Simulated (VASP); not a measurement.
These are HSE06 screened hybrid, VASP's PBE PAW potentials (set 64) (plane waves; VASP) values and carry that method's errors.

The input files of a VASP run:

File POSCAR:
```
Bi2Te3
1
    2.1997870000     1.2700470000    10.7072730000
   -2.1997870000     1.2700470000    10.7072730000
    0.0000000000    -2.5400960000    10.7072730000
Bi Te
2 3
Direct
  0.6031700000   0.6031700000   0.6031700000
  0.3968300000   0.3968300000   0.3968300000
  0.7831930000   0.7831930000   0.7831930000
  0.2168070000   0.2168070000   0.2168070000
  0.0000000000   0.0000000000   0.0000000000
```

INCAR:
```
LHFCALC  =  .TRUE.
GGA  =  PE   # PBE
ISMEAR  =  0
NELM  =  100
LASPH  =  .TRUE.   # aspherical one-centre terms
LWAVE  =  .FALSE.
PRECFOCK  =  Fast
SIGMA  =  0.05
ALGO  =  Normal   # blocked Davidson
PREC  =  Accurate
ISYM  =  3
SYSTEM  =  Bi2Te3
AEXX  =  0.25
LCHARG  =  .FALSE.
LMAXMIX  =  4
ISIF  =  2   # forces and stress, cell fixed
HFSCREEN  =  0.2
ENCUT  =  240   # plane-wave cut-off (eV)
EDIFF  =  1E-6   # SCF stop (eV)
LREAL  =  .FALSE.
```

File KPOINTS:
```
Automatic mesh
0
Gamma
3 3 3
0 0 0
```

POTCAR, in this order: Bi_d Te (PBE.64 set). Program: vasp_std.

At this cut-off the stress carries a Pulay error, which pulls relaxed volumes low. Unless said otherwise, spin-orbit coupling is left out, though it shifts the bands of the heavy elements here.

Question: Estimate the energy per atom (σ→0), largest force, band gap (on the k-mesh).

Answer: 
```
Property                          Result
------------------------  --------------
energy per atom (σ→0)     -4.476 eV/atom
band gap (on the k-mesh)         1.01 eV
largest force                 0.269 eV/Å
```

**OSZICAR**
```
...
DAV:  12    -0.223785699910E+02    0.95377E-05   -0.11010E-03   408   0.139E-01    0.529E-01
DAV:  13    -0.223785817088E+02   -0.11718E-04   -0.15917E-04   380   0.553E-02    0.330E-01
DAV:  14    -0.223785676333E+02    0.14076E-04   -0.26915E-05   392   0.368E-02    0.200E-01
DAV:  15    -0.223785725170E+02   -0.48837E-05   -0.31487E-05   312   0.234E-02    0.123E-01
DAV:  16    -0.223785757008E+02   -0.31838E-05   -0.45296E-06   344   0.115E-02    0.784E-02
DAV:  17    -0.223785768313E+02   -0.11304E-05   -0.92496E-07   236   0.733E-03    0.494E-02
DAV:  18    -0.223785777042E+02   -0.87291E-06   -0.10316E-06   216   0.553E-03
   1 F= -.22378578E+02 E0= -.22378578E+02  d E =-.151269E-14
```

The structure comes from a computed database's Bi2Te3 entry; how it stands against other phases isn't given here. The cell was not relaxed at this level. The k-mesh is coarse (spacing up to 0.55 per Å, 2π included), so the numbers may not be converged in it. The run is one of a series of settings (ENCUT = 240 against the base run), some of them coarse on purpose.
